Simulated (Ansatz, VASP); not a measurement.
# HfS2 (1T-HfS2 3 layers, AB) in two plane-wave programs, part 2 of 2

Aim: how closely do two programs agree when they are given the same cell, functional and k mesh? Of the first pair: The structure shown is the start of the Ansatz relaxation below; VASP solves that cell, so the two are compared at the walk's first step.

VASP 6.6.1 and Ansatz 0.2.0.

So far: The starting structure; Ansatz: relaxation, PBE with D3(BJ).

**3. VASP: single point, PBE with D3(BJ), start cell, pair 1**

Level of this step: PBE with D3(BJ); plane waves and PAW (S, Hf_pv) (VASP).

The same cell, functional, mesh and smearing now go to VASP, with its own data sets.

Lines of VASP's logs that name or quote its potential files are left out, and so is its time.

INCAR reads:

```
SYSTEM = HfS2
PREC = Accurate
ENCUT = 400
EDIFF = 1E-06
NELM = 120
ISMEAR = -1
SIGMA = 0.05
LREAL = .FALSE.
ALGO = Normal
GGA = PE
IVDW = 12
NBANDS = 42
LASPH = .TRUE.
LORBIT = 11
LWAVE = .FALSE.
LCHARG = .FALSE.
ISIF = 2
LDIPOL = .TRUE.
IDIPOL = 3
DIPOL = 0.5 0.5 0.5
LVHAR = .TRUE.
GGA_COMPAT = .FALSE.
EFERMI = MIDGAP
NELMDL = -8
KPAR = 2
```

POSCAR reads:

```
HfS2
1.0
    3.6400000000      0.0000000000      0.0000000000
   -1.8200000000      3.1523320000      0.0000000000
    0.0000000000      0.0000000000     62.2364780000
S Hf
6 3
Direct
    0.6666666667      0.3333333333      0.3743785116
    0.3333333333      0.6666666667      0.4259906706
    0.0000000000      0.0000000000      0.4741939125
    0.6666666667      0.3333333333      0.5258060715
    0.6666666667      0.3333333333      0.5740093133
    0.3333333333      0.6666666667      0.6256214884
    0.0000000000      0.0000000000      0.4001845991
    0.3333333333      0.6666666667      0.5000000000
    0.0000000000      0.0000000000      0.5998154009
```

KPOINTS reads:

```
Automatic mesh
0
Gamma
12 12 1
0 0 0
```

Potentials, in the order of the species: S and Hf_pv (PBE family, release 64).

Started as:

```bash
> mpirun -np 2 vasp_std
```

Numbers of over 12 decimals in the logs are rounded to 6 here.

The program printed:

```text
[banner, memory and clock lines left out]
running    2 mpi-ranks, on    1 nodes
 distrk:  each k-point on    1 cores,    2 groups
 distr:  one band on    1 cores,    1 groups

 POSCAR found type information on POSCAR S Hf
 POSCAR found :  2 types and       9 ions
 LDA part: xc-table for (Slater+PW92), standard interpolation
|                                                                             |
|           W    W    AA    RRRRR   N    N  II  N    N   GGGG   !!!           |
|           W    W   A  A   R    R  NN   N  II  NN   N  G    G  !!!           |
|           W    W  A    A  R    R  N N  N  II  N N  N  G       !!!           |
|           W WW W  AAAAAA  RRRRR   N  N N  II  N  N N  G  GGG   !            |
|           WW  WW  A    A  R   R   N   NN  II  N   NN  G    G                |
|           W    W  A    A  R    R  N    N  II  N    N   GGGG   !!!           |
|                                                                             |
|     One of the lattice vectors is very long (>50 A), but AMIN is rather     |
|     large. This can spoil convergence since charge sloshing might occur     |
|     along the long lattice vector. If problems with convergence are         |
|     observed, try to decrease AMIN to a smaller value (e.g. 0.01).          |
|     Note: This warning only applies if the self-consistency cycle is        |
|     used.                                                                   |
|                                                                             |

 POSCAR, INCAR and KPOINTS ok, starting setup
 FFT: planning ... GRIDC
 FFT: planning ... GRID_SOFT
 FFT: planning ... GRID
 WAVECAR not read
 entering main loop
       N       E                     dE             d eps       ncg     rms          rms(c)
DAV:   1     0.391460661512E+03    0.39146E+03   -0.25142E+04  2060   0.963E+02
DAV:   2    -0.172732290555E+02   -0.40873E+03   -0.39886E+03  2210   0.224E+02
DAV:   3    -0.719737277261E+02   -0.54700E+02   -0.54247E+02  1802   0.771E+01
DAV:   4    -0.737390889516E+02   -0.17654E+01   -0.17555E+01  1958   0.166E+01
DAV:   5    -0.738119211978E+02   -0.72832E-01   -0.72726E-01  2200   0.313E+00
DAV:   6    -0.738137196894E+02   -0.17985E-02   -0.17978E-02  2048   0.542E-01
DAV:   7    -0.738138115003E+02   -0.91811E-04   -0.91805E-04  2328   0.107E-01
DAV:   8    -0.738138125279E+02   -0.10276E-05   -0.10276E-05  1880   0.121E-02    0.706E+01
DAV:   9    -0.680150592047E+02    0.57988E+01   -0.20290E+01  1798   0.137E+01    0.540E+01
DAV:  10    -0.680612140518E+02   -0.46155E-01   -0.75886E+00  1908   0.114E+01    0.135E+01
DAV:  11    -0.677766801394E+02    0.28453E+00   -0.13304E+00  1852   0.483E+00    0.460E+00
DAV:  12    -0.677386271535E+02    0.38053E-01   -0.26273E-01  1912   0.196E+00    0.135E+00
DAV:  13    -0.677383456935E+02    0.28146E-03   -0.26281E-02  1982   0.676E-01    0.703E-01
DAV:  14    -0.677385218450E+02   -0.17615E-03   -0.36869E-03  1998   0.252E-01    0.849E-01
[...]
DAV:  19    -0.677384487605E+02   -0.58492E-04   -0.67443E-06  1738   0.963E-03    0.118E-02
DAV:  20    -0.677384978383E+02   -0.49078E-04   -0.51990E-06  1582   0.736E-03    0.689E-03
DAV:  21    -0.677385571046E+02   -0.59266E-04   -0.46295E-06  1564   0.636E-03    0.473E-03
DAV:  22    -0.677386026174E+02   -0.45513E-04   -0.27105E-06  1468   0.428E-03    0.423E-03
DAV:  23    -0.677386171043E+02   -0.14487E-04   -0.21720E-07  1146   0.156E-03    0.426E-03
DAV:  24    -0.677386236983E+02   -0.65940E-05   -0.42961E-08   928   0.807E-04    0.365E-03
DAV:  25    -0.677386499391E+02   -0.26241E-04   -0.74229E-07  1130   0.165E-03    0.124E-03
DAV:  26    -0.677386497949E+02    0.14418E-06   -0.40450E-08   960   0.640E-04
   1 F= -.70219681E+02 E0= -.70219645E+02  d E =-.704558E-04
```

Parts of OUTCAR (step 3):

```text
ion  position               nearest neighbor table
   1  0.667  0.333  0.374-   7 2.64   7 2.65   7 2.65
   2  0.333  0.667  0.426-   7 2.64   7 2.64   7 2.64
   3  0.000  0.000  0.474-   8 2.64   8 2.65   8 2.65
   4  0.667  0.333  0.526-   8 2.64   8 2.64   8 2.64
   5  0.667  0.333  0.574-   9 2.64   9 2.65   9 2.65
   6  0.333  0.667  0.626-   9 2.64   9 2.65   9 2.65
   7  0.000  0.000  0.400-   2 2.64   2 2.64   2 2.64   1 2.64   1 2.65   1 2.65
   8  0.333  0.667  0.500-   4 2.64   4 2.64   4 2.64   3 2.64   3 2.65   3 2.65
   9  0.000  0.000  0.600-   6 2.64   5 2.64   6 2.65   6 2.65   5 2.65   5 2.65

  LATTYP: Found a hexagonal cell.
 ALAT       =     3.6400000000
 C/A-ratio  =    17.0979335165

 Subroutine GETGRP returns: Found  6 space group operations
 (whereof  6 operations were pure point group operations)

The static configuration has the point symmetry C_3v.

 Found     19 irreducible k-points:

   k-points           NKPTS =     19   k-points in BZ     NKDIM =     19   number of bands    NBANDS=     42

   dimension x,y,z NGX =    24 NGY =   24 NGZ =  420
   dimension x,y,z NGXF=    48 NGYF=   48 NGZF=  840

   ENCUT  =  400.0 eV  29.40 Ry    5.42 a.u.   5.94  5.94101.49*2*pi/ulx,y,z

   NELECT =      66.0000    total number of electrons

 k-points in reciprocal lattice and weights: Automatic mesh
   0.00000000  0.00000000  0.00000000       0.007
   0.08333333  0.00000000  0.00000000       0.042
   0.16666667  0.00000000  0.00000000       0.042
   0.25000000  0.00000000  0.00000000       0.042
   0.33333333  0.00000000  0.00000000       0.042
   0.41666667  0.00000000  0.00000000       0.042
   0.50000000  0.00000000  0.00000000       0.021
   0.08333333  0.08333333  0.00000000       0.042
   0.16666667  0.08333333  0.00000000       0.083
[...]
0.33333333  0.25000000  0.00000000       0.083
   0.33333333  0.33333333  0.00000000       0.014

 dipolmoment           0.000000      0.000000     -0.000120 electrons x Angstroem

 average (electrostatic) potential at core
       1 -94.0346       2 -94.0551       3 -94.0646       4 -94.1458       5 -94.1450
       6 -94.0436       7 -46.5183       8 -46.5307       9 -46.5325

 E-fermi :  -3.1923

 k-point     1 :       0.0000    0.0000    0.0000
  band No.  band energies     occupation
    ...
     29      -3.6804      1.99988
     30      -3.5540      1.99856
     31      -3.5540      1.99856
     32      -3.5027      1.99598
     33      -3.5027      1.99598
     34      -1.5796      0.00000
     35      -1.5796      0.00000
     36      -1.5730      0.00000
     37      -1.5730      0.00000
     38      -1.5698      0.00000
    ...

 k-point     2 :       0.0833    0.0000    0.0000
  band No.  band energies     occupation
    ...
     29      -3.9910      2.00000
     30      -3.8469      2.00000
     31      -3.8136      1.99999
     32      -3.7285      1.99996
     33      -3.6746      1.99987
     34      -1.6708      0.00000
     35      -1.6083      0.00000
     36      -1.5800      0.00000
     37      -1.3871      0.00000
     38      -1.3633      0.00000
    ...

 k-point     3 :       0.1667    0.0000    0.0000
  band No.  band energies     occupation
    ...
     29      -4.2892      2.00000
     30      -4.1742      2.00000
     31      -4.0649      2.00000
     32      -4.0069      2.00000
     33      -3.7974      1.99999
     34      -1.9339      0.00000
     35      -1.8556      0.00000
     36      -1.7945      0.00000
     37      -1.0066      0.00000
     38      -0.9710      0.00000
    ...

 Edisp (eV)   -2.48103

  Total      -9.80451    -9.80450   -16.70770    -0.00000    -0.00000     0.00000
  in kB     -21.99672   -21.99672   -37.48425    -0.00000    -0.00000     0.00000
  external pressure =      -27.16 kB  Pullay stress =        0.00 kB

  energy-cutoff  :      400.00
  volume of cell :      714.13
      direct lattice vectors                 reciprocal lattice vectors
     3.640000000  0.000000000  0.000000000     0.274725275  0.158612735  0.000000000
    -1.820000000  3.152332000  0.000000000     0.000000000  0.317225470  0.000000000
     0.000000000  0.000000000 62.236478000     0.000000000  0.000000000  0.016067747

 POSITION                                       TOTAL-FORCE (eV/Angst)
 -----------------------------------------------------------------------------------
      1.82000      1.05078     23.30000         0.000000     -0.000000      1.817676
     -0.00000      2.10155     26.51216        -0.000000     -0.000000     -1.827207
      0.00000      0.00000     29.51216         0.000000      0.000000      1.827591
      1.82000      1.05078     32.72432         0.000000     -0.000000     -2.114481
      1.82000      1.05078     35.72432        -0.000000      0.000000      2.106353
     -0.00000      2.10155     38.93648        -0.000000     -0.000000     -1.808569
      0.00000      0.00000     24.90608         0.000000     -0.000000      0.022780
     -0.00000      2.10155     31.11824         0.000000     -0.000000     -0.032964
      0.00000      0.00000     37.33040         0.000000     -0.000000      0.008821
 -----------------------------------------------------------------------------------
    total drift:                               -0.000000      0.000000      0.000012

  FREE ENERGIE OF THE ION-ELECTRON SYSTEM (eV)
  ---------------------------------------------------
  free  energy   TOTEN  =       -70.2196806795 eV

  energy  without entropy=      -70.2196102238  energy(sigma->0) =      -70.21964545

 vacuum level on the upper side and lower side of the slab         2.734         2.736

 total charge
# of ion       s       p       d       tot
------------------------------------------
    1        1.348   2.360   0.000   3.707
    2        1.349   2.359   0.000   3.708
    3        1.349   2.357   0.000   3.707
    4        1.352   2.358   0.000   3.709
    5        1.352   2.358   0.000   3.710
    6        1.348   2.359   0.000   3.706
    7        0.294   6.439   1.316   8.049
    8        0.293   6.436   1.322   8.051
    9        0.293   6.437   1.321   8.050
--------------------------------------------------
tot          8.977  33.461   3.959  46.397

[... 3 further parts left out ...]
```

**4. Comparison**

Known differences besides the potentials themselves: Ansatz cuts the interaction across the vacuum, VASP repeats the sheet with a dipole correction; the data sets hold 114 valence electrons in Ansatz (on its default PAW (the set named soft_2) files) and 66 in VASP; the cutoff is 420 eV in Ansatz and 400 eV in VASP. Total energies have different zeros and are not compared.

Forces (eV/Å; atoms numbered as in POSCAR):

| atom | Ansatz x, y, z | VASP x, y, z |
| --- | --- | --- |
| S1 | 0.000, 0.000, 1.755 | 0.000, 0.000, 1.818 |
| S2 | 0.000, 0.000, -1.765 | 0.000, 0.000, -1.827 |
| S3 | 0.000, 0.000, 1.765 | 0.000, 0.000, 1.828 |
| S4 | 0.000, 0.000, -2.049 | 0.000, 0.000, -2.114 |
| S5 | 0.000, 0.000, 2.041 | 0.000, 0.000, 2.106 |
| S6 | 0.000, 0.000, -1.746 | 0.000, 0.000, -1.809 |
| Hf7 | 0.000, 0.000, 0.022 | 0.000, 0.000, 0.023 |
| Hf8 | 0.000, 0.000, -0.033 | 0.000, 0.000, -0.033 |
| Hf9 | 0.000, 0.000, 0.009 | 0.000, 0.000, 0.009 |

The forces differ by 30 meV/Å r.m.s., which is 3.3 % of the r.m.s. force of 0.906 eV/Å (both taken over all components). With vacuum in the cell, a pressure given here is an average over mostly empty space and none of the material.

**5. Further runs**

Further runs change the set-up of one program: Ansatz's method, potentials or start, or VASP's data sets, cutoff or form of LDA. The table gives that difference for each run.

| run | r.m.s. force difference (meV/Å) |
| --- | --- |
| as above | 30 |
| VASP with the data sets S and Hf_sv and a cutoff of 520 eV | 24 |

**6. Ansatz: relaxation, PBE with D3(BJ)**

This run makes the geometry at which the two programs are then compared.

The structure compared here is the end of the Ansatz relaxation.

input.yaml reads:

```yaml
crystal:
  lattice:
    - [3.64, 0.0, 0.0]
    - [-1.82, 3.1523324698, 0.0]
    - [0.0, 0.0, 62.2364775752]
  atoms:
    - { symbol: S, position: [0.6666666667, 0.3333333333, 0.3743785141] }
    - { symbol: Hf, position: [0.0, 0.0, 0.4001845954] }
    - { symbol: S, position: [0.3333333333, 0.6666666667, 0.4259906766] }
    - { symbol: S, position: [0.0, 0.0, 0.4741939188] }
    - { symbol: Hf, position: [0.3333333333, 0.6666666667, 0.5] }
    - { symbol: S, position: [0.6666666667, 0.3333333333, 0.5258060812] }
    - { symbol: S, position: [0.6666666667, 0.3333333333, 0.5740093234] }
    - { symbol: Hf, position: [0.0, 0.0, 0.5998154046] }
    - { symbol: S, position: [0.3333333333, 0.6666666667, 0.6256214859] }
  periodic: [true, true, false]
kpoints:
  mp_grid: { grid: [12, 12, 1] }
hamiltonian:
  xc: pbe
  dispersion: d3bj
scf:
  occupations: { method: fermi_dirac, width: 0.05 }
  convergence: { dr2_threshold: 1.0e-09 }
relax:
  f_tol: 0.004
  max_steps: 90
  cell: {}
output:
  write_potential: true
  write_density: true
  volumetric_format: npy
```

Started as:

```bash
> ansatz run input.yaml --threads 4 --pin off --max-ram 8192MiB --backend cpu --events-out ev --progress --plain --runs-dir out
```

The program printed:

```text
[...]
Crystal: 9 atoms, lattice volume = 714.132 Å³
Basis set: ecut = 420 eV, 13755 PW (Γ), exchange–correlation on 50×50×864 points (8 copies of the dense FFT grid, shifted against one another)
Bands: 69, of which v1, the nominal top of the filled ones, is band 57 counted from 1 (56 counted from 0)
Symmetry: 6 space group operations
[...]
- { symbol: S, position: [0.333333, 0.666667, 0.426121] }
    - { symbol: S, position: [-2.1644553438695792e-19, 0, 0.474536] }
    - { symbol: Hf, position: [0.333333, 0.666667, 0.497891] }
    - { symbol: S, position: [0.666667, 0.333333, 0.521234] }
    - { symbol: S, position: [0.666667, 0.333333, 0.575991] }
    - { symbol: Hf, position: [2.9725466770337296e-19, 0, 0.599346] }
    - { symbol: S, position: [0.333333, 0.666667, 0.622772] }
[key lines of the parts left out:]
SCF converged after 5 iterations
Free energy (F): -52593.085246 eV
Fermi energy:    -5.812469 eV
P = ½ c Tr σ = 0.0045 N/m
```

**7. VASP: single point, PBE with D3(BJ), relaxed cell, pair 2**

The same cell, functional, mesh and smearing now go to VASP, with its own data sets.

INCAR is that of step 3.

POSCAR reads:

```
HfS2
1.0
    3.6126211998      0.0000000000      0.0000000000
   -1.8063105999      3.1286217333      0.0000000000
    0.0000000000      0.0000000000     62.2364775752
S Hf
6 3
Direct
    0.6666666667      0.3333333333      0.3793471129
    0.3333333333      0.6666666667      0.4261206881
    0.0000000000      0.0000000000      0.4745359896
    0.6666666667      0.3333333333      0.5212335871
    0.6666666667      0.3333333333      0.5759912300
    0.3333333333      0.6666666667      0.6227716535
    0.0000000000      0.0000000000      0.4027628558
    0.3333333333      0.6666666667      0.4978912602
    0.0000000000      0.0000000000      0.5993456229
```

KPOINTS is that of step 3.

Started as:

```bash
> mpirun -np 2 vasp_std
```

The program printed:

```text
[banner, memory and clock lines left out]
running    2 mpi-ranks, on    1 nodes
[...]
LDA part: xc-table for (Slater+PW92), standard interpolation
 [... a notice as in an earlier step ...]

 POSCAR, INCAR and KPOINTS ok, starting setup
[...]
entering main loop
       N       E                     dE             d eps       ncg     rms          rms(c)
DAV:   1     0.409090293671E+03    0.40909E+03   -0.25227E+04  2052   0.964E+02
DAV:   2    -0.171913714694E+02   -0.42628E+03   -0.41562E+03  2214   0.228E+02
DAV:   3    -0.723811029533E+02   -0.55190E+02   -0.54789E+02  1812   0.780E+01
DAV:   4    -0.740401853910E+02   -0.16591E+01   -0.16488E+01  2022   0.163E+01
[...]
DAV:  28    -0.686695460721E+02   -0.25204E-05   -0.35970E-08   930   0.476E-04    0.505E-04
DAV:  29    -0.686695487476E+02   -0.26755E-05   -0.42069E-08   926   0.404E-04    0.228E-04
DAV:  30    -0.686695491273E+02   -0.37976E-06   -0.82479E-09   798   0.223E-04
   1 F= -.71245840E+02 E0= -.71245839E+02  d E =-.289025E-05
```

From OUTCAR (step 7):

```text
 Edisp (eV)   -2.57629

  Total      -0.75647    -0.75647    -0.61868     0.00000     0.00000     0.00000
  in kB      -1.72299    -1.72299    -1.40915     0.00000     0.00000     0.00000
  external pressure =       -1.62 kB  Pullay stress =        0.00 kB

 POSITION                                       TOTAL-FORCE (eV/Angst)
 -----------------------------------------------------------------------------------
      1.80631      1.04287     23.60923         0.000000     -0.000000      0.063120
     -0.00000      2.08575     26.52025        -0.000000      0.000000     -0.063559
      0.00000      0.00000     29.53345         0.000000     -0.000000      0.063510
      1.80631      1.04287     32.43974        -0.000000     -0.000000     -0.063903
      1.80631      1.04287     35.84767         0.000000     -0.000000      0.063937
     -0.00000      2.08575     38.75911        -0.000000     -0.000000     -0.063839
      0.00000      0.00000     25.06654         0.000000      0.000000     -0.000262
     -0.00000      2.08575     30.98700         0.000000      0.000000      0.000491
      0.00000      0.00000     37.30116         0.000000      0.000000      0.000503
 -----------------------------------------------------------------------------------
    total drift:                               -0.000000     -0.000000      0.001275

  FREE ENERGIE OF THE ION-ELECTRON SYSTEM (eV)
  ---------------------------------------------------
  free  energy   TOTEN  =       -71.2458400310 eV

  energy  without entropy=      -71.2458371407  energy(sigma->0) =      -71.24583859

[... 1 part as in an earlier step ...]

[... 2 further parts left out ...]
[key lines of the parts left out:]
E-fermi :  -3.0865
```

**8. Differences**

What differs besides the data sets and the points named for the pairs above, as far as they apply: the data sets hold 114 valence electrons in Ansatz (on its default PAW (the set named soft_2) files) and 66 in VASP. Total energies have different zeros and are not compared.

Compared:

| quantity | Ansatz | VASP | difference |
| --- | --- | --- | --- |
| gap on the k mesh (eV) | 1.010 | 1.027 | -0.017 |

Forces (eV/Å; atoms numbered as in POSCAR):

| atom | Ansatz x, y, z | VASP x, y, z |
| --- | --- | --- |
| S1 | 0.000, 0.000, 0.000 | 0.000, 0.000, 0.063 |
| S2 | 0.000, 0.000, 0.000 | 0.000, 0.000, -0.064 |
| S3 | 0.000, 0.000, 0.000 | 0.000, 0.000, 0.064 |
| S4 | 0.000, 0.000, 0.000 | 0.000, 0.000, -0.064 |
| S5 | 0.000, 0.000, 0.000 | 0.000, 0.000, 0.064 |
| S6 | 0.000, 0.000, 0.000 | 0.000, 0.000, -0.064 |
| Hf7 | 0.000, 0.000, 0.000 | 0.000, 0.000, 0.000 |
| Hf8 | 0.000, 0.000, 0.000 | 0.000, 0.000, 0.000 |
| Hf9 | 0.000, 0.000, 0.000 | 0.000, 0.000, 0.001 |

The forces differ by 30 meV/Å r.m.s., where the r.m.s. force is 0.000 eV/Å in Ansatz and 0.030 eV/Å in VASP: the atoms lie near their places of rest in Ansatz, so a percentage would say little (all taken over all components). A gap on the mesh is an upper bound, since the band edges may lie between its points; neither run holds spin-orbit coupling, which can move the band edges of a compound of Hf. With vacuum in the cell, a pressure given here is an average over mostly empty space and none of the material.

**9. Summary of results**

- r.m.s. force difference (single point, PBE with D3(BJ), start cell, pair 1): 3.3 % of the r.m.s. force
- r.m.s. force difference (single point, PBE with D3(BJ), relaxed cell, pair 2): 30 meV/Å

In words: The r.m.s. force difference is 30 meV/Å (single point, PBE with D3(BJ), relaxed cell, pair 2), beyond the 12 meV/Å picked in this series as the mark of a large difference. The data sets hold unlike numbers of valence electrons (114 in Ansatz and 66 in VASP), so part of the differences comes from the potentials. For single point, PBE with D3(BJ), start cell, pair 1, no further run moves any of the tabulated differences by more than a quarter of its size. What causes the difference of the single point, PBE with D3(BJ), relaxed cell, pair 2 pair stays open here. Such differences can come from data sets, numerical settings and the points named under the comparisons, not from the functional's error against experiment.

[Lines on the potential files, build, host, timing and source positions are cut from VASP's logs without a mark.]

[Logs are printed without paths, hosts, clocks, repeated set-up lines and the standing remarks that a program may print on its own settings, such as how far it seeks lower states.]

[Hosts, paths, dates, database ids (printed as entryN), source tags and the programs' standing remarks are cut or masked in the printed files.]
